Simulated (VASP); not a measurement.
```
Zr
1.0
    1.61500    -2.79726     0.00000
    1.61500     2.79726     0.00000
    0.00000     0.00000     5.15000
Zr
2
Direct
  0.33333   0.66667   0.25000
  0.66667   0.33333   0.75000
```

Computed with r2SCAN meta-GGA, VASP's PBE PAW potentials (set 64) (plane waves; VASP). Settings: 520 eV cut-off, 12×12×7 Γ-centred mesh, first-order Methfessel-Paxton smearing of 0.10 eV, potentials Zr_sv.

### Question
The ions, cell shape and volume are relaxed. What does this cell relax into?

### Answer

```
Zr
1.0
    1.62357    -2.81210     0.00000
    1.62357     2.81210     0.00000
    0.00000     0.00000     5.15272
Zr
2
Direct
  0.33333   0.66667   0.25000
  0.66667   0.33333   0.75000
```
Space group P6_3/mmc (194), at a tolerance of 0.03 Å.

### Question
How do energy and volume change from the first to the last step?

### Answer
The energy (σ→0) changes by -1.0 meV/atom and the volume by +1.1 %, in 6 ionic steps.

The compound is Zr in the hcp structure. This run relaxes it. Symmetry was kept, so distortions that lower it aren't found.
